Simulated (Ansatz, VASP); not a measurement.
# Cross-check of Al8Ga4P12O47 (V_O2) between VASP and Ansatz, part 2 of 2

Aim: how closely do two programs agree when they are given the same cell, functional and k mesh? The cell is taken from a series of runs on this material, whose earlier steps may have relaxed, scaled, displaced or heated it; both programs get it as it stands.

VASP 6.6.1 and Ansatz 0.2.0.

So far. Step 2 (VASP: single point, PBEsol, pair 1): The run ends at a pressure of -0.49 GPa, with forces up to 0.051 eV/Å.

## Step 5: VASP: single point, PBEsol, pair 2

Level of this step: PBEsol; plane waves and PAW (Al, Ga_d, P, O) (VASP).

A single point gives forces, pressure and levels at one fixed geometry, so differences don't come from the geometry; what else differs is listed under the comparison.

The input, INCAR:

```
SYSTEM = Al8Ga4P12O47
PREC = Accurate
ENCUT = 520
EDIFF = 1E-06
NELM = 120
ISMEAR = -1
SIGMA = 0.01
LREAL = Auto
ALGO = Normal
GGA = PS
NBANDS = 264
LORBIT = 11
LWAVE = .FALSE.
LCHARG = .FALSE.
ISIF = 2
ISYM = 0
LASPH = .TRUE.
GGA_COMPAT = .FALSE.
EFERMI = MIDGAP
KPAR = 4
```

The input, POSCAR:

```
Al8Ga4P12O47
1.0
    8.5754128112     -4.9779479945     -0.0427180058
    8.5754128112      4.9779479945     -0.0427180058
   -0.0838676572      0.0000000000     11.0343038487
Al Ga P O
8 4 12 47
Direct
    0.2693514443      0.5050952916      0.1707317804
    0.0060113617      0.2345198401      0.8356682913
    0.2656841464      0.0072243248      0.1615902372
    0.0044685929      0.7241196124      0.8357305667
    0.7774872532      0.5035977926      0.1620735438
    0.5119231014      0.2255141242      0.8337374645
    0.7643731374      0.0055228334      0.1660991507
    0.5013503022      0.7247047235      0.8340482869
    0.2321221218      0.2595674697      0.4981492049
    0.1198270344      0.8121923123      0.5797557827
    0.7356299982      0.2689927672      0.4925686788
    0.7327488117      0.7593799904      0.4997862345
    0.2423760602      0.2690840865      0.9984586112
    0.2689063021      0.9957285249      0.6712606569
    0.4962603930      0.2355170714      0.3346251259
    0.2350226365      0.7674358046      0.0011485089
    0.2628050569      0.4906093958      0.6750520149
    0.5018233462      0.7377323022      0.3249727682
    0.7413619627      0.2656902184      0.0003496019
    0.7804298270      0.9989438300      0.6603184958
    0.9974197055      0.2344173413      0.3269654031
    0.7278534777      0.7755816964      0.9963543665
    0.7705910960      0.4978011058      0.6690700982
    0.9918578656      0.7339550646      0.3313399254
    0.2007851057      0.4417524715      0.5649738872
    0.4411560384      0.3635680101      0.2384450882
    0.3652310935      0.2017063859      0.8976173833
    0.0465662191      0.2874154679      0.4430577700
    0.1555204759      0.0600082324      0.7779649549
    0.2956184262      0.1514176225      0.1021583496
    0.2213999696      0.4236444015      0.0480194890
    0.4221919774      0.3621655743      0.7173599559
    0.3641401887      0.2043738887      0.3701188353
    0.0843967512      0.3017163540      0.9473253858
    0.1297373456      0.0806023639      0.2783292961
    0.3076811662      0.1153937267      0.6191957098
    0.1909669410      0.9473975874      0.5693601853
    0.4409803917      0.8601995296      0.2239004901
    0.3574989617      0.6981857453      0.9007016356
    0.0336136583      0.8099472961      0.4372043005
    0.1422327258      0.5439818928      0.7779542903
    0.2883453134      0.6570076878      0.1100444816
    0.2088721324      0.9262816517      0.0439075473
    0.4214349242      0.8572358031      0.7146629203
    0.0800042500      0.7913301981      0.9484085651
    0.1326704085      0.5829638372      0.2882477774
    0.2796926862      0.6321341005      0.6368779948
    0.7065059697      0.4497069795      0.5588217951
    0.9480463953      0.3595269832      0.2287826015
    0.8634442958      0.2045608515      0.8993887460
    0.5495491718      0.2875757937      0.4495394504
    0.6746126847      0.0577898776      0.7704253998
    0.7980900220      0.1462214160      0.1029134462
    0.7147205343      0.4223134256      0.0495886054
    0.9253045931      0.3635053302      0.7142675089
    0.8603434849      0.2091670614      0.3600720536
    0.5858858390      0.2923154644      0.9483060899
    0.6289440698      0.0838792880      0.2831830081
    0.8234799340      0.1163978899      0.6108653003
    0.7128950131      0.9415307692      0.5612744845
    0.9325116553      0.8510412876      0.2274732420
    0.8405733552      0.7265293556      0.8883072614
    0.5432732454      0.8001858038      0.4402729283
    0.6515462666      0.5534841672      0.7721635637
    0.7989391426      0.6502905625      0.0948274478
    0.6984803253      0.9316967847      0.0484577868
    0.9492221479      0.8568605616      0.7016786451
    0.8673759008      0.6937859283      0.3726808356
    0.5732994498      0.7949572638      0.9493770104
    0.6395977240      0.5840282908      0.2804033448
    0.8006629233      0.6297084347      0.6290147761
```

The input, KPOINTS:

```
Points of the shifted mesh
8
Reciprocal
 0.2500000000  0.2500000000  0.2500000000 1
 0.2500000000  0.2500000000  0.7500000000 1
 0.2500000000  0.7500000000  0.2500000000 1
 0.2500000000  0.7500000000  0.7500000000 1
 0.7500000000  0.2500000000  0.2500000000 1
 0.7500000000  0.2500000000  0.7500000000 1
 0.7500000000  0.7500000000  0.2500000000 1
 0.7500000000  0.7500000000  0.7500000000 1
```

Potentials, in the order of the species: Al, Ga_d, P and O (PBE family, release 64).

Command:

```console
> mpirun -np 8 vasp_std
```

Numbers of over 12 decimals in the logs are rounded to 6 here.

Output:

```text
[banner, memory and clock lines left out]
running    8 mpi-ranks, on    1 nodes
[...]
[... a notice as in an earlier step ...]

 [... a notice as in an earlier step ...]

 LDA part: xc-table for (Slater+PW92), standard interpolation
 POSCAR, INCAR and KPOINTS ok, starting setup
[...]
entering main loop
       N       E                     dE             d eps       ncg     rms          rms(c)
DAV:   1     0.528012003185E+04    0.52801E+04   -0.18151E+05  4232   0.172E+03
DAV:   2     0.259773068990E+03   -0.50203E+04   -0.47112E+04  5080   0.461E+02
DAV:   3    -0.537408311596E+03   -0.79718E+03   -0.78027E+03  5112   0.204E+02
DAV:   4    -0.597908101476E+03   -0.60500E+02   -0.60064E+02  6320   0.564E+01
[...]
DAV:  16    -0.533779060516E+03    0.37150E-05   -0.24791E-05  5752   0.232E-02    0.911E-03
DAV:  17    -0.533779060537E+03   -0.20656E-07   -0.12389E-05  6240   0.153E-02    0.553E-03
DAV:  18    -0.533779060508E+03    0.29177E-07   -0.23273E-06  3480   0.657E-03
   1 F= -.53377906E+03 E0= -.53377906E+03  d E =-.308973E-14
```

OUTCAR, selected parts (step 5):

```text
 POSITION                                       TOTAL-FORCE (eV/Angst)
 -----------------------------------------------------------------------------------
      6.62688      1.17352      1.85082         0.428613      0.101141      0.381624
      1.99257      1.13750      9.21074        -0.005284     -0.019377     -0.084336
      2.32675     -1.28660      1.77138         0.047183     -1.416510      0.860875
      6.17785      3.58239      9.19058         0.015424      0.096332     -0.070705
     10.97224     -1.36341      1.73364        -0.116493      0.851903      1.100858
      6.25391     -1.42573      9.16821        -0.022568     -0.091291     -0.063705
      6.58825     -3.77752      1.79990        -0.166887     -0.090435      0.225505
     10.44398      1.11185      9.15077         0.034191      0.025113     -0.033932
      4.17466      0.13662      5.47573        -0.097042     -0.103718     -0.178525
      7.94383      3.44656      6.35739         0.235579     -0.149849     -0.524151
      8.57374     -2.32290      5.39224         0.123926      0.239745     -0.167145
     12.75370      0.13257      5.45105        -0.846223      0.779680     -0.774045
      4.30224      0.13295     10.99545        -0.100696     -0.096912      0.380836
     10.78847      3.61808      7.35287        -0.156971     -0.227108     -0.482327
[...]
-----------------------------------------------------------------------------------
    total drift:                                0.004321      0.020472     -0.009502

  FREE ENERGIE OF THE ION-ELECTRON SYSTEM (eV)
  ---------------------------------------------------
  free  energy   TOTEN  =      -533.7790605077 eV

  energy  without entropy=     -533.7790605077  energy(sigma->0) =     -533.77906051

[... 1 part as in an earlier step ...]

[... 1 further part left out ...]
[key lines of the parts left out:]
E-fermi :   5.1741
```

The run ends at a pressure of 0.53 GPa, with forces up to 6.1 eV/Å.

## Step 6: Ansatz: single point, PBEsol, pair 2

The same cell, functional, mesh and smearing now go to Ansatz.

The cell is taken from a series of runs on this material, whose earlier steps may have relaxed, scaled, displaced or heated it; both programs get it as it stands.

The input, input.yaml:

```yaml
crystal:
  checkpoint: "../qp1_M1.relax.run"
  host: checkpoint
basis:
  ecutwfc: 420
  xc_grid: 2
hamiltonian:
  xc: pbesol
kpoints:
  mp_grid: { grid: [2, 2, 2], shift: [0.5, 0.5, 0.5] }
scf:
  occupations: { method: fermi_dirac, width: 0.01 }
  max_iter: 100
output:
  forces: true
  eigenvalues: true
  charged_corrections: { defect_position: [0.367621, 0.699607, 0.372171] }
checkpoint:
  read: "../qp1_M1.relax.run"
  write: "../qp1_M1.point_neutral.run"
  compress: false
  write_wavefunctions: false
  write_every: 100000
```

Command:

```console
> ansatz run input.yaml --threads 4 --pin off --max-ram 7536MiB --backend cpu --events-out ev --progress --plain --runs-dir out
```

Output:

```text
Warning: checkpoint.read: spin treatment differs: saved collinear, current unpolarized; the saved charge density seeds this run and the saved magnetisation is not carried: this deck is unpolarised; the saved density holds an absolute magnetisation of 1.0e0 μB; saved orbitals and DFT+U occupations are not carried; the saved PAW projector densities are carried summed over spin
checkpoint.read: the saved state was converged at a total charge of 1 e, and this run's is 0 e: a saved density that it takes is scaled to its electron count
[...]
SCF iter   5: F=—  HF=-54463.114271 eV  |F-HF|=—  |Δ(HF+E_count)|=   6.82e-4  Δρ=5.45e-4  dr2=4.56e-3  ethr=6.55e-6  ⟨swp⟩=3.0  Hψ=1532  notcnv=0  defer=110
[...]
k-point 1: bands = [... 205 lower, 2.2735, 2.4627, 3.0367, 6.5555, 7.2538, 8.2219, 8.6000, 8.8446, ... 29 higher]
  k-point 2: bands = [... 205 lower, 2.2541, 2.4788, 3.0234, 6.5899, 7.4118, 8.1520, 8.5534, 8.9307, ... 29 higher]
  k-point 3: bands = [... 205 lower, 2.2584, 2.4747, 3.0238, 6.5904, 7.4066, 8.1592, 8.5495, 8.9557, ... 29 higher]
```

## Step 7: Side by side

Both answers:

| quantity | Ansatz | VASP | difference |
| --- | --- | --- | --- |
| gap on the k mesh (eV) | 0.663 | 0.658 | +0.006 |

Forces on 9 of the 71 atoms, those with the largest forces and the largest differences (eV/Å; atoms numbered as in POSCAR):

| atom | Ansatz x, y, z | VASP x, y, z |
| --- | --- | --- |
| Al3 | 0.032, -1.396, 0.852 | 0.047, -1.417, 0.861 |
| Al5 | -0.132, 0.843, 1.089 | -0.116, 0.852, 1.101 |
| Ga10 | 0.207, -0.152, -0.457 | 0.236, -0.150, -0.524 |
| Ga12 | -0.839, 0.758, -0.773 | -0.846, 0.780, -0.774 |
| P14 | -0.193, -0.190, -0.494 | -0.157, -0.227, -0.482 |
| P18 | -5.386, 2.167, 1.498 | -5.455, 2.183, 1.507 |
| O38 | 1.792, 1.015, -1.987 | 1.790, 0.994, -1.966 |
| O63 | 2.192, -0.595, 1.334 | 2.216, -0.619, 1.321 |
| O70 | 1.137, -2.352, -1.361 | 1.169, -2.330, -1.366 |

The forces differ by 20 meV/Å r.m.s., which is 3.4 % of the r.m.s. force of 0.592 eV/Å (both taken over all components). A gap on the mesh is an upper bound, since the band edges may lie between its points.

## Step 8: Ansatz: single point, PBEsol, pair 3

With cell and atoms fixed, the geometry can't cause a difference; cores, projectors, grids and the points listed under the comparison can.

The cell is taken from a series of runs on this material, whose earlier steps may have relaxed, scaled, displaced or heated it; both programs get it as it stands.

input.yaml, the sections that differ from step 6:

```yaml
crystal:
  checkpoint: "../qp2.relax_smeared.run"
  host: checkpoint
checkpoint:
  read: "../qp2.relax_smeared.run"
  write: "../qp2.point_neutral.run"
  compress: false
  write_wavefunctions: false
  write_every: 100000
# basis, hamiltonian, kpoints, scf, output: as in step 6
```

Output:

```text
[...]
Crystal: 71 atoms, lattice volume = 942.028 Å³
Basis set: ecut = 420 eV, 18429 PW (Γ), exchange–correlation on 144×144×150 points (8 copies of the dense FFT grid, shifted against one another)
Bands: 280, of which v1, the nominal top of the filled ones, is band 209 counted from 1 (208 counted from 0)
Symmetry: 1 space group operations
[...]
k-points: 4 of 8 (time reversal used)
[...]
SCF iter   1: F=—  HF=-54462.209106 eV  |F-HF|=—  |Δ(HF+E_count)|=         —  Δρ=2.58e-2  dr2=1.42e1  ethr=3.10e-3  ⟨swp⟩=7.2  Hψ=5447  notcnv=0  defer=202
[...]
SCF iter   8: F=—  HF=-54459.531742 eV  |F-HF|=—  |Δ(HF+E_count)|=   2.52e-2  Δρ=1.24e-3  dr2=2.75e-2  ethr=7.31e-5  ⟨swp⟩=3.0  Hψ=915  notcnv=0  defer=106
[...]
k-point 1: bands = [... 205 lower, 2.2312, 2.2658, 2.3342, 7.2715, 7.8238, 8.0887, 8.5208, 8.7676, ... 29 higher]
  k-point 2: bands = [... 205 lower, 2.2436, 2.2535, 2.3101, 7.4797, 7.8710, 8.0747, 8.3436, 8.7360, ... 29 higher]
  k-point 3: bands = [... 205 lower, 2.2319, 2.2571, 2.3013, 7.4766, 7.8734, 8.0778, 8.3524, 8.7137, ... 29 higher]
```

## Step 9: VASP: single point, PBEsol, pair 3

The same cell, functional, mesh and smearing now go to VASP, with its own data sets.

INCAR is that of step 5.

The input, POSCAR:

```
Al8Ga4P12O47
1.0
    8.5754128112     -4.9779479945     -0.0427180058
    8.5754128112      4.9779479945     -0.0427180058
   -0.0838676572      0.0000000000     11.0343038487
Al Ga P O
8 4 12 47
Direct
    0.2635840781      0.5048856999      0.1705839044
    0.0074835602      0.2276202319      0.8339944487
    0.2566824488      0.0144809642      0.1593185957
    0.0062573184      0.7233162720      0.8363499648
    0.7938972335      0.4918965352      0.1491974288
    0.5088546313      0.2265550904      0.8333842293
    0.7628662184      0.0093337327      0.1645303861
    0.5024741967      0.7211210392      0.8336043832
    0.2326336491      0.2573085731      0.5000381977
    0.1186938592      0.8112347388      0.5797123725
    0.7339383364      0.2692810373      0.4934440477
    0.7487471016      0.7565055228      0.5095332301
    0.2387251851      0.2699814561      0.9976049022
    0.2706935929      0.9906263068      0.6698253080
    0.4939241428      0.2346066128      0.3347611375
    0.2368941563      0.7637347011      0.0024497609
    0.2620660724      0.4896813973      0.6739663246
    0.5517973707      0.7478038598      0.3090817451
    0.7419271992      0.2629401547      0.9955962336
    0.7803050930      0.0011917894      0.6637370688
    0.9981088248      0.2321567549      0.3290810061
    0.7272335929      0.7777620023      0.9946153603
    0.7731909500      0.4931841209      0.6696557532
    0.9846825171      0.7366318579      0.3286221807
    0.1982949770      0.4410858614      0.5646576752
    0.4343399124      0.3646221681      0.2400535162
    0.3608318106      0.2040173670      0.8966910136
    0.0461862852      0.2872058814      0.4439259222
    0.1583117858      0.0534527329      0.7771758637
    0.2952749104      0.1527006769      0.1025944623
    0.2138054800      0.4260175433      0.0469782880
    0.4216916876      0.3606587083      0.7152993637
    0.3653668741      0.1988732501      0.3720397076
    0.0812735871      0.2968103619      0.9488569950
    0.1308824045      0.0767931190      0.2815806502
    0.3103103758      0.1100736115      0.6186383703
    0.1916992306      0.9445411861      0.5665782271
    0.4390223593      0.8632304811      0.2240645772
    0.3604490840      0.6939060259      0.9030793654
    0.0233778477      0.8016868355      0.4429317750
    0.1424076902      0.5435704304      0.7775635602
    0.2877043758      0.6553274053      0.1126642299
    0.2120449728      0.9226664391      0.0449528462
    0.4231805065      0.8503089260      0.7116316534
    0.0813897585      0.7898255014      0.9496876215
    0.1216964256      0.5835067437      0.2856274860
    0.2792341223      0.6308047179      0.6348490732
    0.7082811721      0.4511249411      0.5564156427
    0.9533479492      0.3543834746      0.2281715315
    0.8635039729      0.1967783367      0.8946227288
    0.5492219265      0.2865206170      0.4485678564
    0.6743703979      0.0582527742      0.7733160366
    0.7977898395      0.1491612672      0.1020872993
    0.7201975006      0.4203358217      0.0404206522
    0.9272290832      0.3570345896      0.7128058892
    0.8586496188      0.2105383086      0.3600824414
    0.5840205266      0.2926240007      0.9478650081
    0.6259266674      0.0838086901      0.2807718058
    0.8223643436      0.1183951128      0.6126689910
    0.7105447061      0.9446260437      0.5643681174
    0.9319083802      0.8568538315      0.2279011827
    0.8415366579      0.7263160673      0.8883197229
    0.5549364295      0.7944972355      0.4374163080
    0.6540471231      0.5496953039      0.7722319041
    0.7969659884      0.6545565056      0.0963885670
    0.6968910641      0.9333757421      0.0480941723
    0.9487982404      0.8576675466      0.7027024159
    0.8484204848      0.7063973321      0.3637629947
    0.5738256200      0.7941075000      0.9483261675
    0.6450904030      0.5830169553      0.2699708956
    0.8071863551      0.6248726557      0.6334195823
```

KPOINTS is that of step 5.

Command:

```console
> mpirun -np 8 vasp_std
```

Output:

```text
[... set-up lines as in an earlier step ...]
 entering main loop
       N       E                     dE             d eps       ncg     rms          rms(c)
DAV:   1     0.528383824446E+04    0.52838E+04   -0.18153E+05  4232   0.172E+03
DAV:   2     0.263337992301E+03   -0.50205E+04   -0.47207E+04  5064   0.461E+02
DAV:   3    -0.533699582958E+03   -0.79704E+03   -0.77940E+03  5192   0.204E+02
DAV:   4    -0.593686428454E+03   -0.59987E+02   -0.59519E+02  6208   0.563E+01
[...]
DAV:  16    -0.530141848390E+03   -0.10529E-04   -0.93279E-05  5472   0.273E-02    0.117E-02
DAV:  17    -0.530141850819E+03   -0.24296E-05   -0.19161E-05  5408   0.192E-02    0.535E-03
DAV:  18    -0.530141851263E+03   -0.44399E-06   -0.48324E-06  3896   0.123E-02
   1 F= -.53014185E+03 E0= -.53014185E+03  d E =-.137652E-07
```

OUTCAR, selected parts (step 9):

```text
 POSITION                                       TOTAL-FORCE (eV/Angst)
 -----------------------------------------------------------------------------------
      6.57564      1.20119      1.84945         0.216171      0.174532      0.479755
      1.94617      1.09583      9.19250        -0.053721     -0.067066     -0.309019
      2.31198     -1.20567      1.74639         0.030426     -1.392038      0.913866
      6.18625      3.56948      9.19737         0.078208      0.293799     -0.543973
     11.01370     -1.50334      1.59136        -0.045514      1.122934      1.325137
      6.23655     -1.40527      9.16440        -0.032224     -0.248292     -0.348094
      6.60813     -3.75105      1.78249        -0.387404     -0.251179      0.428351
     10.42292      1.08841      9.14597         0.104077      0.010179     -0.225736
      4.15952      0.12283      5.49664        -0.087180     -0.122204     -0.057415
      7.92590      3.44743      6.35700        -0.014979      0.215124     -0.206025
      8.56164     -2.31304      5.40196         0.068736      0.065131     -0.002137
     12.86543      0.03862      5.55804        -0.792187      0.690174     -0.940401
      4.27870      0.15559     10.98614        -0.087893     -0.118369      0.306774
     10.76016      3.58379      7.33717        -0.378095     -0.229399     -0.941619
[...]
-----------------------------------------------------------------------------------
    total drift:                               -0.006397     -0.008311      0.003798

  FREE ENERGIE OF THE ION-ELECTRON SYSTEM (eV)
  ---------------------------------------------------
  free  energy   TOTEN  =      -530.1418512632 eV

  energy  without entropy=     -530.1418512494  energy(sigma->0) =     -530.14185126

[... 1 part as in an earlier step ...]

[... 1 further part left out ...]
[key lines of the parts left out:]
E-fermi :   5.9060
```

The run ends at a pressure of 1.92 GPa, with forces up to 3.4 eV/Å.

## Step 10: Side by side

The two programs side by side:

| quantity | Ansatz | VASP | difference |
| --- | --- | --- | --- |
| gap on the k mesh (eV) | 0.341 | 0.339 | +0.002 |

Forces on 9 of the 71 atoms, those with the largest forces and the largest differences (eV/Å; atoms numbered as in POSCAR):

| atom | Ansatz x, y, z | VASP x, y, z |
| --- | --- | --- |
| Al3 | 0.020, -1.332, 0.890 | 0.030, -1.392, 0.914 |
| Al5 | -0.054, 1.102, 1.298 | -0.046, 1.123, 1.325 |
| Ga10 | -0.032, 0.213, -0.145 | -0.015, 0.215, -0.206 |
| Ga12 | -0.790, 0.669, -0.964 | -0.792, 0.690, -0.940 |
| P18 | 0.775, -0.118, 0.275 | 0.791, -0.093, 0.204 |
| O38 | -0.299, 2.715, -2.091 | -0.324, 2.700, -2.051 |
| O63 | 0.383, 0.285, 2.432 | 0.384, 0.283, 2.462 |
| O70 | -1.232, -2.492, -1.155 | -1.225, -2.487, -1.168 |
| O71 | -0.553, -0.680, 0.960 | -0.545, -0.656, 0.919 |

The forces differ by 21 meV/Å r.m.s., which is 4.1 % of the r.m.s. force of 0.510 eV/Å (both taken over all components). A gap on the mesh is an upper bound, since the band edges may lie between its points.

## Step 11: What came out

| Quantity | Value |
| --- | --- |
| r.m.s. force difference (single point, PBEsol, pair 1) | 18 meV/Å |
| r.m.s. force difference (single point, PBEsol, pair 2) | 3.4 % of the r.m.s. force |
| r.m.s. force difference (single point, PBEsol, pair 3) | 4.1 % of the r.m.s. force |

**Reading.** The r.m.s. force difference is 18 meV/Å (single point, PBEsol, pair 1), beyond the 12 meV/Å picked in this series as the mark of a large difference. What causes the difference of the single point, PBEsol, pair 1 pair stays open here. What causes the difference of the single point, PBEsol, pair 2 pair stays open here. What causes the difference of the single point, PBEsol, pair 3 pair stays open here. How closely two codes agree says nothing of how well the functional describes the real material.

[Lines on the potential files, build, host, timing and source positions are cut from VASP's logs without a mark.]

[Logs are printed without paths, hosts, clocks, repeated set-up lines and the standing remarks that a program may print on its own settings, such as how far it seeks lower states.]

[Hosts, paths, dates, database ids (printed as entryN), source tags and the programs' standing remarks are cut or masked in the printed files.]
